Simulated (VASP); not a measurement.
An input for Quantum ESPRESSO's pw.x (written as the equivalent of a VASP run, and not itself run):

```
&CONTROL
  calculation = 'vc-relax'
  pseudo_dir = './pseudo'
  outdir = './out'
  tprnfor = .true.
  tstress = .true.
  nstep = 60
  forc_conv_thr = 0.00039
/
&SYSTEM
  ibrav = 0
  nat = 2
  ntyp = 2
  ecutwfc = 88
  occupations = 'smearing'
  smearing = 'gaussian'
  degauss = 0.003675
  input_dft = 'pbe'
/
&ELECTRONS
  conv_thr = 7.3e-08
  electron_maxstep = 100
/
&IONS
/
&CELL
/
ATOMIC_SPECIES
  Na 22.990 Na.upf
  Cl 35.450 Cl.upf
CELL_PARAMETERS angstrom
     0.0000000    2.8422155    2.8422155
     2.8422155    0.0000000    2.8422155
     2.8422155    2.8422155   -0.0000000
ATOMIC_POSITIONS crystal
  Na   0.0000000  0.0000000  0.0000000
  Cl   0.5000000  0.5000000  0.5000000
K_POINTS automatic
  7 7 7 0 0 0
```

**Question.** Translate this input to VASP (INCAR, KPOINTS, POSCAR, choice of POTCAR).

**Answer.** One answer among several that fit: 
### INCAR
```
ISMEAR=0
LASPH=.TRUE.   ! aspherical one-centre terms
NSW=60   ! most ionic steps
LCHARG=.FALSE.
IBRION=2   ! conjugate gradients
PREC=Accurate
EDIFF=1E-6
LREAL=.FALSE.   ! projection in real space or not
SIGMA=0.05   ! width (eV)
ISIF=3   ! ions, shape and volume
EDIFFG=-0.01   ! ionic stop
ALGO=Normal
SYSTEM=NaCl
NELM=100   ! most electronic steps
ENCUT=480   ! plane-wave cut-off (eV)
GGA=PE
LWAVE=.FALSE.
```

POSCAR:
```
NaCl
1
    0.0000000000     2.8422154629     2.8422154629
    2.8422154629     0.0000000000     2.8422154629
    2.8422154629     2.8422154629    -0.0000000000
Na Cl
1 1
Direct
  0.0000000000   0.0000000000   0.0000000000
  0.5000000000   0.5000000000   0.5000000000
```

### KPOINTS
```
K-points
0
G
7 7 7
```

POTCAR, in this order: Na_pv Cl (PBE.64 set). Program: vasp_std.

The two are equivalent in intent, not identical: the potentials are each code's own (VASP's PAW set, PseudoDojo norm-conserving files in pw.x), so ENCUT and ecutwfc are chosen apart and not converted; conv_thr bounds pw.x's estimated SCF error, while EDIFF bounds the energy change between steps; forc_conv_thr acts on force components and is met together with etot_conv_thr.

The compound is NaCl in the rock salt structure. It was relaxed first. The start is the result of an earlier pass.
